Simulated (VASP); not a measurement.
Energy against volume of Mo (bcc). All values below come from optB88-vdW, VASP's PBE PAW potentials (set 64) (plane waves; VASP). Settings: 520 eV cut-off, 16×16×16 Γ-centred mesh, first-order Methfessel-Paxton smearing of 0.10 eV, potentials Mo_sv.

```tsv
V (Å³/atom)	E (eV/atom)
14.887	-7.71654
15.362	-7.75467
15.837	-7.76572
16.312	-7.75352
```

Task: Fit these four points and predict the energy of the run at 16.787 Å³/atom.

Result: A cubic in V^(−2/3), the third-order Birch-Murnaghan form, passes through the four points with V0 = 15.81 Å³/atom and B0 = 263 GPa, and gives -7.7213 eV/atom there. The run gave -7.7216 eV/atom, -0.3 meV/atom from the fit; all five points give B0 = 262 GPa.

The compound is Mo in the bcc structure. It was relaxed first.
